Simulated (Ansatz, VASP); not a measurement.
Two plane-wave programs on AgB2

Contents of INCAR:

```
SYSTEM = AgB2
ALGO = Normal
EDIFF = 1E-6
EDIFFG = -0.02
ENCUT = 600
GGA = PS
IBRION = 2
ISIF = 3
ISMEAR = -1
LASPH = .True.
LCHARG = .False.
LREAL = .False.
LWAVE = .False.
NELM = 80
NSW = 40
PREC = Accurate
SIGMA = 0.05
```

The input KPOINTS:

```
k-points
0
Gamma
  10 10 8
  0 0 0
```

POSCAR

```
AgB2
1.0
    3.0000000000      0.0000000000      0.0000000000
   -1.5000000000      2.5980762114      0.0000000000
    0.0000000000      0.0000000000      3.2400000000
Ag B
1 2
Direct
    0.0000000000      0.0000000000      0.0000000000
    0.6666666667      0.3333333333      0.5000000000
    0.3333333333      0.6666666667      0.5000000000
```

The input input.yaml:

```yaml
crystal:
  lattice:
    - [3.0, 0.0, 0.0]
    - [-1.5, 2.5980762114, 0.0]
    - [0.0, 0.0, 3.24]
  atoms:
    - { symbol: Ag, position: [0.0, 0.0, 0.0] }
    - { symbol: B, position: [0.6666666667, 0.3333333333, 0.5] }
    - { symbol: B, position: [0.3333333333, 0.6666666667, 0.5] }
hamiltonian:
  xc: pbesol
  pseudopotentials: { kind: paw }
kpoints:
  mp_grid: { grid: [10, 10, 8] }
scf:
  occupations: { method: fermi_dirac, width: 0.05 }
output:
  forces: true
  stress: true
  eigenvalues: true
relax:
  f_tol: 0.01
  max_steps: 40
  cell: { stress_tol: 0.05 }
```

Alike in both runs: task relaxation of cell and atoms; functional PBEsol; k mesh 10 × 10 × 8; occupations fermi-dirac, width 0.05 eV; no spin polarisation.

```csv
,VASP,Ansatz
version,VASP 6.6.1,Ansatz 0.2.0
potentials or method,"VASP PAW PBE potentials, release 64 (Ag, B)",Ansatz PAW
plane-wave cutoff (eV),600,420
valence electrons in the cell,17,25
```

|  | VASP | Ansatz | Ansatz less VASP |
| --- | --- | --- | --- |
| gap on the k mesh at the Fermi level, each at its own relaxed structure (eV) | none | none | - |
| relaxed volume (Å³/atom) | 10.32 | 10.33 | +0.004 |
| relaxed cell length with the largest relative difference (Å) | 3.966 | 3.969 | +0.0031 |
| energy change over the relaxation (meV/atom) | -337 | -339 | -1.7 |

A gap of «none» marks a metal or a gap that the smearing closes. The two sets of potentials don't hold the same shells in valence.

Caveats: the volume moved by over 15 % at a fixed basis, so the end points are rough; the PAW data sets were made with another functional, which shifts forces and pressure a little (VASP); the plane-wave basis is chosen anew once the cell has moved, so the energies of steps on either side of that aren't comparable (Ansatz); the PAW data sets come from PBE, with cores solved anew for the run's functional, which leaves a small shift of forces and pressure (Ansatz). Zero-point motion and thermal expansion aren't in these numbers.
